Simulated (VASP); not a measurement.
VASP input:

### POSCAR
```
SiO2
1
    4.1567994889     0.0000000000     0.0000000000
    0.0000000000     4.1567994889     0.0000000000
    0.0000000000     0.0000000000     2.6655413395
Si O
2 4
Direct
  0.0000000000   0.0000000000   0.0000000000
  0.5000000000   0.5000000000   0.5000000000
  0.3053900631   0.3053900631   0.0000000000
  0.8053900631   0.1946099369   0.5000000000
  0.1946099369   0.8053900631   0.5000000000
  0.6946099369   0.6946099369   0.0000000000
```

**INCAR**
```
SYSTEM=SiO2
PREC=Accurate; ENCUT=520; LREAL=.False.
LASPH=.True.
EDIFF=1E-8; NELM=100; ALGO=Normal
ISMEAR=0; SIGMA=0.05
IBRION=1; NSW=30; ISIF=2
EDIFFG=-0.001
LWAVE=.False.; LCHARG=.False.
```

KPOINTS:
```
Automatic mesh
0
Gamma
5 5 8
0 0 0
```

POTCAR, in this order: Si O (LDA.64 set). Program: vasp_std.

**Question.** Translate this LDA calculation to Quantum ESPRESSO's pw.x.

**Answer.** One equivalent input (not run):
```
&CONTROL
  calculation = 'relax'
  pseudo_dir = './pseudo'
  outdir = './out'
  tprnfor = .true.
  tstress = .true.
  nstep = 30
  forc_conv_thr = 3.9e-05
/
&SYSTEM
  ibrav = 0
  nat = 6
  ntyp = 2
  ecutwfc = 84
  occupations = 'smearing'
  smearing = 'gaussian'
  degauss = 0.003675
  input_dft = 'pz'
/
&ELECTRONS
  conv_thr = 7.3e-10
  electron_maxstep = 100
/
&IONS
/
ATOMIC_SPECIES
  Si 28.085 Si.upf
  O 15.999 O.upf
CELL_PARAMETERS angstrom
     4.1567995    0.0000000    0.0000000
     0.0000000    4.1567995    0.0000000
     0.0000000    0.0000000    2.6655413
ATOMIC_POSITIONS crystal
  Si   0.0000000  0.0000000  0.0000000
  Si   0.5000000  0.5000000  0.5000000
  O    0.3053901  0.3053901  0.0000000
  O    0.8053901  0.1946099  0.5000000
  O    0.1946099  0.8053901  0.5000000
  O    0.6946099  0.6946099  0.0000000
K_POINTS automatic
  5 5 8 0 0 0
```
Limits of the translation: the potentials are each code's own (VASP's PAW set, PseudoDojo norm-conserving files in pw.x), so ENCUT and ecutwfc are chosen apart and not converted; conv_thr bounds pw.x's estimated SCF error, while EDIFF bounds the energy change between steps; forc_conv_thr acts on force components and is met together with etot_conv_thr.

The compound is SiO2 in the rutile structure, stishovite, a high-pressure form. This run relaxes the ions in a fixed cell. Symmetry was kept, so distortions that lower it aren't found. The start is the result of an earlier pass.
